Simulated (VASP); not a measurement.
Output of a VASP run:

OSZICAR:
```
       N       E                     dE             d eps       ncg     rms          rms(c)
DAV:   1     0.334090109109E+01    0.33409E+01   -0.41020E+03  1112   0.795E+02
DAV:   2    -0.474418029914E+01   -0.80851E+01   -0.76417E+01  1400   0.905E+01
DAV:   3    -0.491114051184E+01   -0.16696E+00   -0.16302E+00  1112   0.973E+00
DAV:   4    -0.491392384528E+01   -0.27833E-02   -0.26675E-02  1568   0.201E+00
DAV:   5    -0.491392687995E+01   -0.30347E-05   -0.30347E-05  1120   0.478E-02    0.159E+01
DAV:   6    -0.491155637763E+01    0.23705E-02   -0.14617E-02  1456   0.170E+00    0.943E+00
DAV:   7    -0.491520640554E+01   -0.36500E-02   -0.23051E-02  1424   0.219E+00    0.201E-01
DAV:   8    -0.491497415329E+01    0.23225E-03   -0.10150E-03  1424   0.348E-01    0.255E-02
DAV:   9    -0.491497685863E+01   -0.27053E-05   -0.19190E-05  1336   0.451E-02    0.960E-03
DAV:  10    -0.491497563295E+01    0.12257E-05   -0.26552E-06  1128   0.208E-02    0.693E-03
DAV:  11    -0.491497570892E+01   -0.75977E-07   -0.14587E-07   576   0.493E-03
   1 F= -.49149757E+01 E0= -.49147326E+01  d E =-.491498E+01
       N       E                     dE             d eps       ncg     rms          rms(c)
DAV:   1    -0.516747982206E+01   -0.25250E+00   -0.47148E+00  1352   0.226E+01    0.256E+00
DAV:   2    -0.499605367462E+01    0.17143E+00   -0.16679E-01  1392   0.546E+00    0.123E+00
DAV:   3    -0.493498003020E+01    0.61074E-01   -0.17441E-01  1408   0.554E+00    0.518E-01
DAV:   4    -0.493468419229E+01    0.29584E-03   -0.19990E-03  1192   0.491E-01    0.626E-02
DAV:   5    -0.493468162357E+01    0.25687E-05   -0.11533E-04  1512   0.158E-01    0.310E-02
DAV:   6    -0.493467152305E+01    0.10101E-04   -0.98657E-06  1272   0.372E-02    0.228E-03
DAV:   7    -0.493467157280E+01   -0.49746E-07   -0.13286E-07   496   0.421E-03
   2 F= -.49346716E+01 E0= -.49345233E+01  d E =-.196959E-01
       N       E                     dE             d eps       ncg     rms          rms(c)
DAV:   1    -0.493869374698E+01   -0.40222E-02   -0.73074E-02  1352   0.265E+00    0.318E-01
DAV:   2    -0.493604945042E+01    0.26443E-02   -0.26613E-03  1384   0.696E-01    0.154E-01
DAV:   3    -0.493511336788E+01    0.93608E-03   -0.27489E-03  1408   0.695E-01    0.633E-02
DAV:   4    -0.493510625415E+01    0.71137E-05   -0.36030E-05  1192   0.650E-02    0.503E-03
DAV:   5    -0.493510571029E+01    0.54386E-06   -0.16842E-06   944   0.190E-02
   3 F= -.49351057E+01 E0= -.49349305E+01  d E =-.201300E-01
```

### OUTCAR
```
------------------------ aborting loop because EDIFF is reached ----------------------------------------
  FORCE on cell =-STRESS in cart. coord.  units (eV):
  Direction    XX          YY          ZZ          XY          YZ          ZX
  --------------------------------------------------------------------------------------
  Total        0.0043351      0.0043351      0.0043351      0.0000000     -0.0000000      0.0000000
  in kB        0.2391186      0.2391186      0.2391186      0.0000000     -0.0000000      0.0000000
  external PRESSURE =       0.2391186 kB  Pullay stress =       0.0000000 kB
  volume of cell :       29.05
      direct lattice vectors                 reciprocal lattice vectors
     0.000000000  2.439810631  2.439810631    -0.204933938  0.204933938  0.204933938
     2.439810631  0.000000000  2.439810631     0.204933938 -0.204933938  0.204933938
     2.439810631  2.439810631 -0.000000000     0.204933938  0.204933938 -0.204933938
 POSITION                                       TOTAL-FORCE (eV/Angst)
 -----------------------------------------------------------------------------------
      0.00000      0.00000      0.00000         0.000000      0.000000      0.000000
 -----------------------------------------------------------------------------------
    total drift:                               -0.000000      0.000000     -0.000000
  FREE ENERGIE OF THE ION-ELECTRON SYSTEM (eV)
  ---------------------------------------------------
  free  energy   TOTEN  =        -4.9351057103 eV

  energy  without entropy=       -4.9345801981  energy(sigma->0) =       -4.93493054

 reached required accuracy - stopping structural energy minimisation
```
(Selected blocks of OUTCAR.)

**POSCAR**
```
Ho
1
    0.0000000000     2.4984640000     2.4984640000
    2.4984640000     0.0000000000     2.4984640000
    2.4984640000     2.4984640000     0.0000000000
Ho
1
Direct
  0.0000000000   0.0000000000   0.0000000000
```

Task: Write an INCAR and KPOINTS that could have produced this output.

Result: This is not unique; one that fits is the input of the run itself, PBEsol GGA, plane waves, VASP's PBE PAW potentials (set 64).

KPOINTS:
```
Automatic
0
Gamma
 11 11 11
```

INCAR:
```
PREC  =  Accurate
SYSTEM  =  Ho
LASPH  =  .TRUE.   ! aspherical one-centre terms
LMAXMIX  =  6   ! l cut-off of mixed one-centre charges
LREAL  =  .FALSE.   ! projection in real space or not
EDIFFG  =  -0.01   ! ionic stop
LWAVE  =  .FALSE.
EDIFF  =  1E-6
IBRION  =  2   ! conjugate gradients
LCHARG  =  .FALSE.
ISMEAR  =  1
GGA  =  PS   ! PBEsol
ISIF  =  3   ! ions, shape and volume
NSW  =  60   ! most ionic steps
NELM  =  100
ALGO  =  Normal   ! blocked Davidson
SIGMA  =  0.1
ENCUT  =  400
```

POTCAR, in this order: Ho_3 (PBE.64 set). Program: vasp_std.

The 4f electrons are frozen in the core of the lanthanide potential, so 4f levels, which can set the real gap, and their magnetism are missing. Energy and stress use the plane-wave basis of the starting cell.

The structure was generated: Ho was put into the fcc type (Fm-3m), which need not be its known phase. This run relaxes it. Symmetry was kept, so distortions that lower it aren't found.
